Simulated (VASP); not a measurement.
Set up this calculation in VASP 6.6.1, as the native input.

| Property | Result |
| --- | --- |
| Task | relaxation of cell and atoms |
| Functional | LDA |
| Potentials or basis | VASP PAW LDA potentials, release 64 (Ga_d, Sb) |
| Cutoff | 600 eV |
| k mesh | 10 × 10 × 10 |
| Occupations | gaussian, width 0.03 eV |
| Spin | no spin polarisation |
| Further INCAR settings | ALGO = Normal; EDIFF = 1e-06; IBRION = 2; EDIFFG = -0.01; NSW = 90; ISIF = 3 |

The structure of GaSb lies in POSCAR:

```
GaSb
1.0
    0.0000000000      3.0590000000      3.0590000000
    3.0590000000      0.0000000000      3.0590000000
    3.0590000000      3.0590000000      0.0000000000
Ga Sb
1 1
Direct
    0.0000000000      0.0000000000      0.0000000000
    0.2500000000      0.2500000000      0.2500000000
```

These files were run (other wordings do the same):

INCAR

```
SYSTEM = GaSb
PREC = Accurate ; ENCUT = 600
EDIFF = 1E-6 ; ISMEAR = 0
SIGMA = 0.03 ; LREAL = .FALSE.
LASPH = .TRUE. ; NELM = 80
ALGO = Normal ; ISIF = 3
LWAVE = .FALSE. ; LCHARG = .FALSE.
IBRION = 2 ; NSW = 90
EDIFFG = -0.01
```

KPOINTS

```
regular mesh
0
G
  10 10 10
  0 0 0
```

Potentials or basis: VASP PAW LDA potentials, release 64 (Ga_d, Sb).

Command:

```bash
$ cat potpaw_LDA.64/Ga_d/POTCAR potpaw_LDA.64/Sb/POTCAR > POTCAR
$ mpirun -np 1 vasp_std > vasp.out
```

Results of the run:

```json
{
 "Relaxed volume": "27.75 Å³/atom",
 "Relaxed cell": "a = 4.282 Å, b = 4.282 Å, c = 4.282 Å, α = 60.00°, β = 60.00°, γ = 60.00°",
 "Space group after relaxing (to 0.05 Å)": "F-43m (No. 216)",
 "Energy gained by relaxing": "4.4 meV/atom",
 "Ionic steps": "3",
 "Pressure after relaxing": "0.0 GPa",
 "Band gap on the k mesh": "0.10 eV, direct"
}
```

Caveat: spin-orbit coupling is left out, which moves the levels of the heavy elements.

It took 30 s on 1 thread of Intel(R) Xeon(R) 6975P-C (Granite Rapids), on a shared host, peak memory 0.2 GiB.
